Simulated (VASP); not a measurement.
H2, in a box:

```xyz
2
Lattice="10.0000 0.0000 0.0000 0.0000 10.0000 0.0000 0.0000 0.0000 10.0000" Properties=species:S:1:pos:R:3 pbc="T T T"
H     5.0000    5.0000    4.6250
H     5.0000    5.0000    5.3750
```

Program: VASP 6.6.1. Alike in all runs: task single point; potentials or basis VASP PAW PBE potentials, release 64 (H); no spin polarisation; cell as given; k mesh 1 × 1 × 1; cutoff (eV) 450; smearing gaussian 0.02 eV.

Order these runs on this cell by their band gap on the k mesh, lowest first.
A. level HSE06; grid for exact exchange (PRECFOCK) Fast; screening parameter 0.2 1/A
B. level r2SCAN
C. level PBE+D3(BJ)

C (10.14 eV), B (10.94 eV), A (11.30 eV).

A k mesh can miss the band edges.

Not every run made on this cell is shown here.
